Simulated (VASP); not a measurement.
Consider the following.

```
AuCu
1.0
    2.82164     0.00000     0.00000
    0.00000     2.81290     0.00000
    0.00000     0.00000     3.67289
Cu Au
1 1
Direct
  0.00000   0.00000   0.00000
  0.51767   0.50000   0.50000
```

Method: PBE GGA + U (Dudarev), VASP's PBE PAW potentials (set 64) (plane waves; VASP). Run with 400 eV cut-off, 12×12×9 Γ-centred mesh, first-order Methfessel-Paxton smearing of 0.10 eV, potentials Cu Au, U − J: Cu 5.00 eV.

Q: Give the force on each atom (eV/Å).

A: 
```
atom      Fx     Fy     Fz
----  ------  -----  -----
Cu1    0.161  0.000  0.000
Au2   -0.161  0.000  0.000
```

Q: Give the stress tensor in GPa (positive for a compressed cell).

A: 
```
3.21  0.00  0.00
0.00  3.03  0.00
0.00  0.00  2.20
```
The pressure is its mean diagonal, 2.82 GPa.

The compound is CuAu in the L1_0 structure. The cell was not relaxed at this level, atoms are displaced from their ideal sites. The run is one of a series of settings (LDAU = .TRUE., LDAUJ = 0 0, LDAUL = 2 -1, LDAUTYPE = 2, LDAUU = 5.0 0, LMAXMIX = 2 against the base run), some of them coarse on purpose.
